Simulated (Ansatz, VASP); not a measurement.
# V3Pb5ClO12 (Vanadinite): VASP beside Ansatz

Aim: how closely do two programs agree when they are given the same cell, functional and k mesh? The structure shown is the start of the Ansatz relaxation below; VASP solves that cell, so the two are compared at the walk's first step.

Main program and level: Ansatz 0.2.0; plane waves, with VASP 6.6.1 beside it; single point at PBEsol.

## (1) The starting structure

The cell holds 42 atoms: 10 Pb, 6 V, 2 Cl and 24 O. Cell: a = 10.331 Å, b = 10.331 Å, c = 7.343 Å, α = 90.0°, β = 90.0°, γ = 120.0°.

## (2) Ansatz: relaxation, PBEsol

Ansatz runs on its default PAW (the set named soft_2) files.

The two programs are compared at the cell with which this relaxation starts, whose forces are those of its first step.

input.yaml reads:

```yaml
crystal:
  lattice:
    - [10.331, 0.0, 0.0]
    - [-5.1655, 8.9469084465, 0.0]
    - [0.0, 0.0, 7.343]
  atoms:
    - { symbol: Pb, position: [0.0107, 0.7549, 0.75] }
    - { symbol: Pb, position: [0.7549, 0.7442, 0.25] }
    - { symbol: Pb, position: [0.7442, 0.9893, 0.75] }
    - { symbol: Pb, position: [0.9893, 0.2451, 0.25] }
    - { symbol: Pb, position: [0.2451, 0.2558, 0.75] }
    - { symbol: Pb, position: [0.2558, 0.0107, 0.25] }
    - { symbol: Pb, position: [0.3333333333, 0.6666666667, 0.4946] }
    - { symbol: Pb, position: [0.6666666667, 0.3333333333, 0.9946] }
    - { symbol: Pb, position: [0.6666666667, 0.3333333333, 0.5054] }
    - { symbol: Pb, position: [0.3333333333, 0.6666666667, 0.0054] }
    - { symbol: V, position: [0.3787, 0.9741, 0.75] }
    - { symbol: V, position: [0.9741, 0.5954, 0.25] }
    - { symbol: V, position: [0.5954, 0.6213, 0.75] }
    - { symbol: V, position: [0.6213, 0.0259, 0.25] }
    - { symbol: V, position: [0.0259, 0.4046, 0.75] }
    - { symbol: V, position: [0.4046, 0.3787, 0.25] }
    - { symbol: Cl, position: [0.0, 0.0, 0.5] }
    - { symbol: Cl, position: [0.0, 0.0, 0.0] }
    - { symbol: O, position: [0.7127, 0.0939, 0.4537] }
    - { symbol: O, position: [0.0939, 0.3812, 0.9537] }
    - { symbol: O, position: [0.3812, 0.2873, 0.4537] }
    - { symbol: O, position: [0.2873, 0.9061, 0.9537] }
    - { symbol: O, position: [0.9061, 0.6188, 0.4537] }
    - { symbol: O, position: [0.6188, 0.7127, 0.9537] }
    - { symbol: O, position: [0.2873, 0.9061, 0.5463] }
    - { symbol: O, position: [0.9061, 0.6188, 0.0463] }
    - { symbol: O, position: [0.6188, 0.7127, 0.5463] }
    - { symbol: O, position: [0.7127, 0.0939, 0.0463] }
    - { symbol: O, position: [0.0939, 0.3812, 0.5463] }
    - { symbol: O, position: [0.3812, 0.2873, 0.0463] }
    - { symbol: O, position: [0.4604, 0.8598, 0.75] }
    - { symbol: O, position: [0.8598, 0.3994, 0.25] }
    - { symbol: O, position: [0.3994, 0.5396, 0.75] }
    - { symbol: O, position: [0.5396, 0.1402, 0.25] }
    - { symbol: O, position: [0.1402, 0.6006, 0.75] }
    - { symbol: O, position: [0.6006, 0.4604, 0.25] }
    - { symbol: O, position: [0.5005, 0.1696, 0.75] }
    - { symbol: O, position: [0.1696, 0.6691, 0.25] }
    - { symbol: O, position: [0.6691, 0.4995, 0.75] }
    - { symbol: O, position: [0.4995, 0.8304, 0.25] }
    - { symbol: O, position: [0.8304, 0.3309, 0.75] }
    - { symbol: O, position: [0.3309, 0.5005, 0.25] }
kpoints:
  mp_grid: { grid: [2, 2, 3] }
scf:
  occupations: { method: fixed }
hamiltonian:
  xc: pbesol
relax:
  f_tol: 0.01
  max_steps: 90
  cell: {}
output:
  forces: true
```

The run is started by

```
$ ansatz run input.yaml --threads 4 --pin off --max-ram 24576MiB --backend cpu --events-out ev --progress --plain --runs-dir out
```

Numbers of over 12 decimals in the logs are rounded to 6 here.

Output:

```text
Engine: ansatz 0.2.0, aarch64-unknown-linux-gnu
Pseudopotentials: kind: paw
Pseudopotential: Pb, paw, valence charge 14, recommended cutoff 420 eV (normal), Pb.paw.azcp
Pseudopotential: V, paw, valence charge 13, recommended cutoff 420 eV (normal), V.paw.azcp
Pseudopotential: Cl, paw, valence charge 7, recommended cutoff 420 eV (normal), Cl.paw.azcp
Pseudopotential: O, paw, valence charge 6, recommended cutoff 420 eV (normal), O.paw.azcp
Functional definition: PBEsol
  exchange = pbesol_x
  correlation = pbesol_c
Crystal: 42 atoms, lattice volume = 678.717 Å³
Basis set: ecut = 420 eV, 13285 PW (Γ), exchange–correlation on 144×144×100 points (8 copies of the dense FFT grid, shifted against one another)
Bands: 230, of which v1, the nominal top of the filled ones, is band 188 counted from 1 (187 counted from 0)
Symmetry: 12 space group operations
Space group: P63/m (ITA 176), of the structure as read, at distance tolerance 8.8e-5 Å
k-points: 4 of 12
Non-local potential: Pb, projectors of the file, l = 0: 2, l = 1: 2, l = 2: 2, l = 3: 2
Non-local potential: V, projectors of the file, l = 0: 3, l = 1: 2, l = 2: 3, l = 3: 1
Non-local potential: Cl, projectors of the file, l = 0: 2, l = 1: 2, l = 2: 2
Non-local potential: O, projectors of the file, l = 0: 2, l = 1: 2, l = 2: 1
PAW form: soft (Blöchl's): semilocal exchange-correlation on the pseudo side does not see the compensation charge
PAW frozen core: Pb, regenerated for the run's functional, and the local potential with it (the file was generated under x = pbe(κ = 0.804, μ = 0.219515), c = pbe(β = 0.066725))
PAW frozen core: V, regenerated for the run's functional, and the local potential with it (the file was generated under x = pbe(κ = 0.804, μ = 0.219515), c = pbe(β = 0.066725))
PAW frozen core: Cl, regenerated for the run's functional, and the local potential with it (the file was generated under x = pbe(κ = 0.804, μ = 0.219515), c = pbe(β = 0.066725))
PAW frozen core: O, regenerated for the run's functional, and the local potential with it (the file was generated under x = pbe(κ = 0.804, μ = 0.219515), c = pbe(β = 0.066725))
PAW one-centre angular grid: Pb, 590 points (default); XC on 64 Gauss nodes
PAW one-centre angular grid: V, 590 points (default); XC on 64 Gauss nodes
PAW one-centre angular grid: Cl, 110 points (default); XC on 64 Gauss nodes
PAW one-centre angular grid: O, 110 points (default); XC on 64 Gauss nodes
Initial density: superposition of atomic densities (neutral atoms: chi_scale 0, normalization atom), corrected by the library's trained network
Initial wavefunctions: pseudopotential atomic-orbital guess
Functional: x = pbesol(κ = 0.804, μ = 0.123457), c = pbesol(β = 0.046)
SCF iter   1: F=—  HF=-150457.337104 eV  |F-HF|=—  |Δ(HF+E_count)|=         —  Δρ=1.42e-2  dr2=1.18e0  ethr=1.77e-3  ⟨swp⟩=5.0  Hψ=2787  notcnv=0  defer=146
preconditioner: auto → Resta (q_TF=auto, 2.473 Å⁻¹)  ε∞=5.2  [insulator: Δε(μ)=1.810 eV  Ē_g=12.644 eV  n_scr=154 (ndim 8)  ℏωp=25.8 eV  f_vac=0.032  ε∞_Penn≈5.2]
SCF iter   2: F=—  HF=-150457.244700 eV  |F-HF|=—  |Δ(HF+E_count)|=   9.24e-2  Δρ=1.20e-2  dr2=1.12e0  ethr=3.15e-4  ⟨swp⟩=2.5  Hψ=1591  notcnv=0  defer=152
SCF iter   3: F=—  HF=-150457.117592 eV  |F-HF|=—  |Δ(HF+E_count)|=   1.27e-1  Δρ=2.88e-3  dr2=5.71e-2  ethr=2.97e-4  ⟨swp⟩=2.8  Hψ=1146  notcnv=0  defer=151
SCF iter   4: F=—  HF=-150457.110580 eV  |F-HF|=—  |Δ(HF+E_count)|=   7.01e-3  Δρ=9.44e-4  dr2=5.18e-3  ethr=1.52e-5  ⟨swp⟩=2.2  Hψ=1115  notcnv=0  defer=159
SCF iter   5: F=—  HF=-150457.111233 eV  |F-HF|=—  |Δ(HF+E_count)|=   6.53e-4  Δρ=5.16e-4  dr2=1.96e-3  ethr=1.38e-6  ⟨swp⟩=2.2  Hψ=1423  notcnv=0  defer=159
SCF iter   6: F=—  HF=-150457.111130 eV  |F-HF|=—  |Δ(HF+E_count)|=   1.04e-4  Δρ=1.74e-4  dr2=2.21e-4  ethr=5.22e-7  ⟨swp⟩=2.0  Hψ=1099  notcnv=0  defer=140
SCF iter   7: F=—  HF=-150457.111190 eV  |F-HF|=—  |Δ(HF+E_count)|=   6.05e-5  Δρ=4.69e-5  dr2=1.96e-5  ethr=5.88e-8  ⟨swp⟩=2.0  Hψ=1116  notcnv=0  defer=135
SCF iter   8: F=—  HF=-150457.110472 eV  |F-HF|=—  |Δ(HF+E_count)|=   7.18e-4  Δρ=2.22e-5  dr2=3.95e-6  ethr=5.20e-9  ⟨swp⟩=2.0  Hψ=1272  notcnv=0  defer=135
SCF iter   9: F=—  HF=-150457.110474 eV  |F-HF|=—  |Δ(HF+E_count)|=   1.44e-6  Δρ=2.32e-5  dr2=3.73e-6  ethr=1.05e-9  ⟨swp⟩=2.0  Hψ=1443  notcnv=0  defer=135
SCF iter  10: F=—  HF=-150457.110473 eV  |F-HF|=—  |Δ(HF+E_count)|=   4.45e-7  Δρ=3.78e-6  dr2=1.12e-7  ethr=9.93e-10  ⟨swp⟩=2.0  Hψ=1183  notcnv=0  defer=135
SCF iter  11: F=-150457.110473 eV  HF=-150457.110473 eV  |F-HF|=3.09e-9  |Δ(HF+E_count)|=   5.68e-8  Δρ=1.22e-6  dr2=1.36e-8  ethr=2.66e-11  ⟨swp⟩=4.0  Hψ=2742  notcnv=0
SCF 1 converged in 11 iterations: F = -150457.110473 eV  dr2 = 1.36e-8
[...]
preconditioner: auto → Resta (q_TF=auto, 2.474 Å⁻¹)  ε∞=4.9  [insulator: Δε(μ)=2.638 eV  Ē_g=13.044 eV  n_scr=154 (ndim 8)  ℏωp=25.9 eV  f_vac=0.036  ε∞_Penn≈4.9]
SCF iter   2: F=—  HF=-150461.459133 eV  |F-HF|=—  |Δ(HF+E_count)|=   1.56e-4  Δρ=1.94e-5  dr2=1.77e-7  ethr=1.44e-10  ⟨swp⟩=2.5  Hψ=1550  notcnv=0  defer=140
SCF iter   3: F=—  HF=-150461.459147 eV  |F-HF|=—  |Δ(HF+E_count)|=   1.37e-5  Δρ=8.11e-6  dr2=3.32e-7  ethr=4.71e-11  ⟨swp⟩=2.0  Hψ=1494  notcnv=0  defer=140
[...]
SCF converged after 6 iterations
Free energy (F): -150461.459148 eV
Harris-Foulkes:  -150461.459148 eV  (|F-HF|=1.16e-10)
Internal energy: -150461.459148 eV  (E = F + TS)
E sigma→0 (E₀):  -150461.459148 eV
Fermi energy:    6.916181 eV
--- Per-component energies (eV) ---
  E_band       = -2437.361160
  E_kinetic    = 9378.132589
  E_local      = -31040.960484  (includes V_loc(G=0)·N_el)
  E_nonlocal   = 4449.115547
  E_hartree    = 12437.150042
  E_xc         = -4926.232985
  E_vxc        = -4797.545721  (∫ρ·V_xc dr)
  E_paw        = -113960.880870  (= ΣΔE_a)
  E_vpaw       = -5300.463556  (= ΣTr[D̂ρ^β])
  E_aug_tail   = 0.060265  (compensation charges beyond the density's cutoff)
  E_ewald      = -26800.366265
  E_core_change = 2.523015  (= ΣΔE_core)
  E_smearing   = -0.000000  (= −TS)
  E_closure    = -0.000000  (closes the sum)
  Σ components = -150461.459148   (vs F -150461.459148, Δ=0.00e0)
--- Forces (eV/Å), atoms counted from 1 ---
  atom   1  Pb     0.00272815    -0.00190179     0.00000000
  atom   2  Pb    -0.00028292    -0.00331355     0.00000000
  atom   3  Pb    -0.00301108    -0.00141175     0.00000000
  atom   4  Pb    -0.00272815     0.00190179     0.00000000
  atom   5  Pb     0.00028292     0.00331355     0.00000000
  atom   6  Pb     0.00301108     0.00141175     0.00000000
  atom   7  Pb     0.00000000    -0.00000000     0.00257649
  atom   8  Pb     0.00000000     0.00000000     0.00257649
  atom   9  Pb     0.00000000     0.00000000    -0.00257649
  atom  10  Pb     0.00000000    -0.00000000    -0.00257649
  atom  11  V     -0.00110572    -0.00414598     0.00000000
  atom  12  V     -0.00414339    -0.00111541     0.00000000
  atom  13  V     -0.00303767     0.00303057     0.00000000
  atom  14  V      0.00110572     0.00414598     0.00000000
  atom  15  V      0.00414339     0.00111541     0.00000000
  atom  16  V      0.00303767    -0.00303057     0.00000000
  atom  17  Cl     0.00000000     0.00000000     0.00000000
  atom  18  Cl     0.00000000     0.00000000     0.00000000
  atom  19  O      0.00080323    -0.00081327     0.00201661
  atom  20  O     -0.00030270    -0.00110225     0.00201661
  atom  21  O     -0.00110593    -0.00028898     0.00201661
  atom  22  O     -0.00080323     0.00081327     0.00201661
  atom  23  O      0.00030270     0.00110225     0.00201661
  atom  24  O      0.00110593     0.00028898     0.00201661
[...]
atom  35  O     -0.00097892     0.00026694     0.00000000
  atom  36  O     -0.00025828     0.00098124     0.00000000
  atom  37  O      0.00102731     0.00332360     0.00000000
  atom  38  O      0.00339197     0.00077212     0.00000000
  atom  39  O      0.00236467    -0.00255147     0.00000000
  atom  40  O     -0.00102731    -0.00332360     0.00000000
  atom  41  O     -0.00339197    -0.00077212     0.00000000
  atom  42  O     -0.00236467     0.00255147     0.00000000
  max |Σ_I F_I| component: 8.24e-18 eV/Å
--- Stress (GPa, compression-positive) ---
        0.006437      -0.000000       0.000000
        0.000000       0.006437       0.000000
        0.000000       0.000000      -0.010468
  P = ⅓ Tr σ = 0.0008 GPa (0.008 kbar)
--- Relaxed structure (12 steps of the walk, 12 accepted, 2 SCFs on fresh bases) ---
  F+E_penalty+E_count = -150461.45914794 eV   max|allowed force component| = 4.146e-3 eV/Å   (the final SCF, on the basis selected at the relaxed cell)
  cell:  # Å, volume = 675.5988 Å³
    - [10.420014, -1.1719927563971158e-18, 0.0]
    - [-5.210007, 9.023996, 0.0]
    - [0.0, 0.0, 7.184915]
  atoms:
    - { symbol: Pb, position: [0.028723, 0.767435, 0.75] }
    - { symbol: Pb, position: [0.767435, 0.738711, 0.250000] }
    - { symbol: Pb, position: [0.738711, 0.971277, 0.75] }
    - { symbol: Pb, position: [0.971277, 0.232565, 0.250000] }
    - { symbol: Pb, position: [0.232565, 0.261289, 0.75] }
    - { symbol: Pb, position: [0.261289, 0.028723, 0.250000] }
    - { symbol: Pb, position: [0.333333, 0.666667, 0.492422] }
    - { symbol: Pb, position: [0.666667, 0.333333, 0.992422] }
    - { symbol: Pb, position: [0.666667, 0.333333, 0.507578] }
    - { symbol: Pb, position: [0.333333, 0.666667, 0.00757835] }
    - { symbol: V, position: [0.385815, 0.971650, 0.75] }
    - { symbol: V, position: [0.971650, 0.585835, 0.250000] }
    - { symbol: V, position: [0.585835, 0.614185, 0.75] }
    - { symbol: V, position: [0.614185, 0.028350, 0.250000] }
    - { symbol: V, position: [0.028350, 0.414165, 0.75] }
    - { symbol: V, position: [0.414165, 0.385815, 0.250000] }
    - { symbol: Cl, position: [2.265795316861736e-19, 1.6330685709466825e-19, 0.500000] }
    - { symbol: Cl, position: [2.2657953168617363e-19, 1.6330685709466816e-19, 0] }
    - { symbol: O, position: [0.729328, 0.088144, 0.438880] }
    - { symbol: O, position: [0.088144, 0.358816, 0.938880] }
    - { symbol: O, position: [0.358816, 0.270672, 0.438880] }
    - { symbol: O, position: [0.270672, 0.911856, 0.938880] }
    - { symbol: O, position: [0.911856, 0.641184, 0.438880] }
    - { symbol: O, position: [0.641184, 0.729328, 0.938880] }
    - { symbol: O, position: [0.270672, 0.911856, 0.561120] }
    - { symbol: O, position: [0.911856, 0.641184, 0.061120] }
    - { symbol: O, position: [0.641184, 0.729328, 0.561120] }
    - { symbol: O, position: [0.729328, 0.088144, 0.061120] }
    - { symbol: O, position: [0.088144, 0.358816, 0.561120] }
    - { symbol: O, position: [0.358816, 0.270672, 0.061120] }
    - { symbol: O, position: [0.480970, 0.874449, 0.75] }
    - { symbol: O, position: [0.874449, 0.393480, 0.250000] }
    - { symbol: O, position: [0.393480, 0.519030, 0.75] }
    - { symbol: O, position: [0.519030, 0.125551, 0.250000] }
    - { symbol: O, position: [0.125551, 0.606520, 0.75] }
    - { symbol: O, position: [0.606520, 0.480970, 0.250000] }
    - { symbol: O, position: [0.505321, 0.158745, 0.75] }
    - { symbol: O, position: [0.158745, 0.653424, 0.250000] }
    - { symbol: O, position: [0.653424, 0.494679, 0.75] }
    - { symbol: O, position: [0.494679, 0.841255, 0.250000] }
    - { symbol: O, position: [0.841255, 0.346576, 0.75] }
    - { symbol: O, position: [0.346576, 0.505321, 0.250000] }
```

Reading the cycles: dr2 is the Hartree energy of the density residual (eV), the measure of convergence; HF is the Harris–Foulkes estimate of the energy, which meets the free energy F at convergence.

(Part 1 of 2 ends here.)

[Lines on the potential files, build, host, timing and source positions are cut from VASP's logs without a mark.]

[Logs are printed without paths, hosts, clocks, repeated set-up lines and the standing remarks that a program may print on its own settings, such as how far it seeks lower states.]

[Hosts, paths, dates, database ids (printed as entryN), source tags and the programs' standing remarks are cut or masked in the printed files.]
